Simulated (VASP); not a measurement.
# Be in VASP: a series of runs, part 2 of 2

VASP 6.6.1.

### Step 3. Band structure, revPBE+D3 (atoms moved at random, drawn with an rms of 0.05 Å)

run.py reads:

```python
from ase.calculators.vasp import Vasp
from ase.dft.bandgap import bandgap
from ase.io import read

atoms = read('Be.cif')
calc = Vasp(
    directory='calc',
    xc='revpbe',
    pp='PBE',
    setups='recommended',
    prec='Low',
    encut=520,
    ediff=1e-06,
    ismear=0,
    sigma=0.05,
    lreal=False,
    lasph=True,
    nelm=80,
    algo='VeryFast',
    isif=2,
    lwave=False,
    lcharg=True,
    ldipol=True,
    idipol=3,
    dipol=[0.5, 0.5, 0.5],
    ivdw=11,
    kpts=[13, 13, 1],
    gamma=True,
    nbands=19,
)
atoms.calc = calc

print('energy (eV):', atoms.get_potential_energy())
print('free energy (eV):', atoms.get_potential_energy(force_consistent=True))
efermi = calc.get_fermi_level()
print('Fermi level (eV):', efermi)
path = atoms.cell.bandpath(npoints=40, eps=1e-4)
print('path:', path.path)
calc.set(kpts=path.kpts, reciprocal=True, icharg=11, isym=0, lcharg=False)
calc.calculate(atoms)
print('gap on the path (eV):', bandgap(calc, efermi=efermi)[0])
print('direct gap on the path (eV):', bandgap(calc, efermi=efermi, direct=True)[0])
```

Be.cif reads:

```cif
data_Be
_cell_length_a 2.29950198
_cell_length_b 2.29950198
_cell_length_c 29.40360000
_cell_angle_alpha 90.00000000
_cell_angle_beta 90.00000000
_cell_angle_gamma 120.00000000
_space_group_name_H-M_alt 'P1'
_space_group_name_Hall 'P 1'
_space_group_IT_number 1
loop_
_space_group_symop_operation_xyz
'x,y,z'
loop_
_atom_site_label
_atom_site_type_symbol
_atom_site_symmetry_multiplicity
_atom_site_Wyckoff_symbol
_atom_site_fract_x
_atom_site_fract_y
_atom_site_fract_z
_atom_site_occupancy
Be1 Be 1 a 0.6806420000 0.3320430000 0.2555500000 1
Be2 Be 1 a 0.3168850000 0.6732800000 0.3175140000 1
Be3 Be 1 a 0.6697490000 0.3270850000 0.3784610000 1
Be4 Be 1 a 0.3590110000 0.6852640000 0.4404440000 1
Be5 Be 1 a 0.6638260000 0.3419300000 0.4999550000 1
Be6 Be 1 a 0.3182540000 0.6633080000 0.5615630000 1
Be7 Be 1 a 0.6679390000 0.3270080000 0.6218650000 1
Be8 Be 1 a 0.3123700000 0.6625590000 0.6833900000 1
Be9 Be 1 a 0.6795360000 0.3580700000 0.7434260000 1
```

Potentials or basis: VASP PAW PBE potentials, release 64 (Be).

Command:

```console
$ python run.py
```

The log of the run:

```text
energy (eV): -34.022081150000005
free energy (eV): -34.02396713
Fermi level (eV): 1.25259177
path: GMKGALHA,LM,KH
gap on the path (eV): 0.0
direct gap on the path (eV): 0.0
```

OUTCAR:

```text
ENCUT = 520.000000
   EDIFF = 1.00e-06
   GGA = RE
   PREC = Low
   ICHARG = 11
   ISIF = 2
   ISMEAR = 0
   ISYM = 0
   NELM = 80
   IVDW = 11
   LASPH = .TRUE.
   LREAL = .FALSE.
 IVDW          = 11

 ion  position               nearest neighbor table
   1  0.681  0.332  0.256-   2 2.22   2 2.25   2 2.30
   2  0.317  0.673  0.318-   3 2.21   3 2.22   1 2.22   1 2.25   3 2.27   1 2.30
   3  0.670  0.327  0.378-   2 2.21   2 2.22   4 2.23   4 2.26   2 2.27   4 2.28
   4  0.359  0.685  0.440-   5 2.17   5 2.19   3 2.23   5 2.23   3 2.26   3 2.28
   5  0.664  0.342  0.500-   4 2.17   4 2.19   4 2.23   6 2.23   6 2.25   6 2.26
   6  0.318  0.663  0.562-   7 2.20   7 2.21   5 2.23   7 2.24   5 2.25   5 2.26
   7  0.668  0.327  0.622-   6 2.20   6 2.21   8 2.22   6 2.24   8 2.24   8 2.27
   8  0.312  0.663  0.683-   9 2.17   9 2.22   7 2.22   7 2.24   9 2.24   7 2.27
   9  0.680  0.358  0.743-   8 2.17   8 2.22   8 2.24

IMPORTANT INFORMATION: All symmetrisations will be switched off!
NOSYMM: (Re-)initialisation of all symmetry stuff for point group C_1.

----------------------------------------------------------------------------------------

                                     Primitive cell

  volume of cell :     134.6476

[... 673 lines left out ...]

 vacuum level on the upper side and lower side of the slab       (xc-potential included)        -0.125        -0.145

 Edisp (eV)   -3.06741

 E8    (eV) :    -1.1390

  FORCE on cell =-STRESS in cart. coord.  units (eV):
  Direction    XX          YY          ZZ          XY          YZ          ZX
  --------------------------------------------------------------------------------------
  -------------------------------------------------------------------------------------
  Total       0.51129   -19.54122    -4.84804    38.57714     0.04020     0.34063
  in kB       6.08385  -232.52178   -57.68707   459.03085     0.47838     4.05317
  external pressure =      -94.71 kB  Pullay stress =        0.00 kB

 VOLUME and BASIS-vectors are now :
 -----------------------------------------------------------------------------
  energy-cutoff  :      520.00
  volume of cell :      134.65
      direct lattice vectors                 reciprocal lattice vectors
     2.299501980  0.000000000  0.000000000     0.434876773  0.251076222  0.000000000
    -1.149750990  1.991427131  0.000000000     0.000000000  0.502152444  0.000000000
     0.000000000  0.000000000 29.403600000     0.000000000  0.000000000  0.034009441

 POSITION                                       TOTAL-FORCE (eV/Angst)
 -----------------------------------------------------------------------------------
      1.18337      0.66124      7.51409         0.440984      0.218771     -0.362749
     -0.04543      1.34079      9.33605        -0.878422     -0.416988      0.850166
      1.16402      0.65137     11.12812         1.011255      0.500630      0.163175
      0.03766      1.36465     12.95064        -1.289830     -0.607621     -0.196011
      1.13333      0.68093     14.70048         1.168018      0.466147      0.300049
     -0.03081      1.32093     16.51197        -0.916340     -0.375718     -0.195000
      1.15995      0.65121     18.28507         0.865955      0.387880      0.093449
     -0.04348      1.31944     20.09413        -0.896658     -0.354656     -1.068364
      1.15090      0.71307     21.85940         0.495036      0.181555      0.415286
 -----------------------------------------------------------------------------------
    total drift:                               -0.009311     -0.002576      0.002880

  FREE ENERGIE OF THE ION-ELECTRON SYSTEM (eV)
  ---------------------------------------------------
  free  energy   TOTEN  =       -39.4974975372 eV

  energy  without entropy=      -39.4936165155  energy(sigma->0) =      -39.49555703

 vacuum level on the upper side and lower side of the slab         6.312         6.291
```

INCAR:

```text
ENCUT = 520.000000
SIGMA = 0.050000
EDIFF = 1.00e-06
ALGO = VeryFast
GGA = RE
PREC = Low
ICHARG = 11
IDIPOL = 3
ISIF = 2
ISMEAR = 0
ISYM = 0
NBANDS = 19
NELM = 80
IVDW = 11
DIPOL = 0.5 0.5 0.5
LASPH = .TRUE.
LCHARG = .FALSE.
LDIPOL = .TRUE.
LWAVE = .FALSE.
LREAL = .FALSE.
```

Wall time 5.6 min (1 thread of Intel Xeon Platinum 8259CL at 2.50GHz (Skylake/Cascade Lake), shared host); peak memory 0.18 GiB.

The run converged, but some of its settings lie outside the range that counts as converged (typed here: PREC = Low; ALGO = VeryFast), so its numbers aren't taken as properties of the slab.

What came out:

```
Band gap along the path    : none (metal or under the smearing width)
Dispersion energy per atom : -0.341 eV
```

Caveat: the log is that of the step along the path at fixed density, whose energy, stress, charges and moments have no meaning; the PAW data sets were made with another functional, which shifts forces and pressure a little.
